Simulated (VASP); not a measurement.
Given:

```yaml
crystal:
  lattice:
    - [2.90667, 0.00000, 0.00000]
    - [0.00000, 2.90667, 0.00000]
    - [0.00000, 0.00000, 2.90667]
  atoms:
    - { symbol: Cr, position: [0.00000, 0.00000, 0.00000], spin: 1.0 }
    - { symbol: Cr, position: [0.50000, 0.50000, 0.50000], spin: -1.0 }
```

These are vdW-DF2, VASP's PBE PAW potentials (set 64) (plane waves; VASP) values and carry that method's errors. Run with 520 eV cut-off, Gaussian smearing of 0.050 eV, potentials Cr_pv.

Task: Give the spin-up energies of bands 7 to 15 at the high-symmetry points, in eV from the Fermi level.

Result: 
| band | Γ | X | M | R |
|---|---|---|---|---|
| 7 | -7.44 | -3.74 | -4.11 | -2.39 |
| 8 | -3.83 | -3.55 | -3.96 | -2.39 |
| 9 | -3.83 | -1.78 | -2.25 | -2.39 |
| 10 | -0.88 | -1.23 | -2.25 | -1.80 |
| 11 | -0.88 | -0.75 | 1.05 | -1.80 |
| 12 | -0.88 | -0.75 | 1.13 | -1.80 |
| 13 | 1.18 | 0.08 | 1.21 | 1.18 |
| 14 | 1.18 | 0.08 | 1.22 | 1.18 |
| 15 | 2.32 | 0.17 | 1.22 | 1.85 |

Task: Give the spin-down energies of bands 7 to 15 at the high-symmetry points, in eV from the Fermi level.

Result: 
| band | Γ | X | M | R |
|---|---|---|---|---|
| 7 | -7.44 | -3.74 | -4.11 | -2.39 |
| 8 | -3.83 | -3.55 | -3.96 | -2.39 |
| 9 | -3.83 | -1.78 | -2.25 | -2.39 |
| 10 | -0.88 | -1.23 | -2.25 | -1.80 |
| 11 | -0.88 | -0.75 | 1.05 | -1.80 |
| 12 | -0.88 | -0.75 | 1.13 | -1.80 |
| 13 | 1.18 | 0.08 | 1.21 | 1.18 |
| 14 | 1.18 | 0.08 | 1.22 | 1.18 |
| 15 | 2.32 | 0.17 | 1.22 | 1.85 |

It has no gap at this level: it comes out as a metal or semimetal.

The compound is Cr in the bcc, AFM order structure. It was relaxed first.
